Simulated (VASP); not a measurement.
AgI (zinc blende):

```yaml
crystal:
  lattice:
    - [0.00000, 3.25000, 3.25000]
    - [3.25000, 0.00000, 3.25000]
    - [3.25000, 3.25000, 0.00000]
  atoms:
    - { symbol: Ag, position: [0.00000, 0.00000, 0.00000] }
    - { symbol: I, position: [0.25000, 0.25000, 0.25000] }
```

The lowest empty band near Γ, direction [100], from mBJ (TB09) with spin-orbit coupling in VASP (PAW); its two spin partners are averaged. The gap over the points computed is 2.51 eV, and the next band on that side lies 3.69 eV away at the edge.

Numerical set-up: 400 eV cut-off, 8×8×8 Γ-centred mesh, Gaussian smearing of 0.050 eV, potentials Ag I.

| distance from the edge in k (1/Å) | distance in energy (meV) |
|---|---|
| 0.018 | 4.5 |
| 0.025 | 8.5 |
| 0.035 | 16.6 |
| 0.050 | 33.7 |
| 0.070 | 65.4 |

### Question
Fit E(1 + αE) = ħ²k²/2m* (ħ²/2m0 = 3.810 eV Å²) and predict the row at 0.095 1/Å.

### Answer
Least squares on the energies gives the electron mass m* = 0.279 m0 and α = 0.33 per eV, and so 118.4 meV. The run gave 118.3 meV, -0.1 meV from the fit.

Left out are points under 3 meV from the edge, since the levels carry 0.1 meV, and points farther than half the way to the next band.

The compound is AgI in the zinc blende structure, whereas wurtzite is the usual form. The cell was not relaxed at this level.
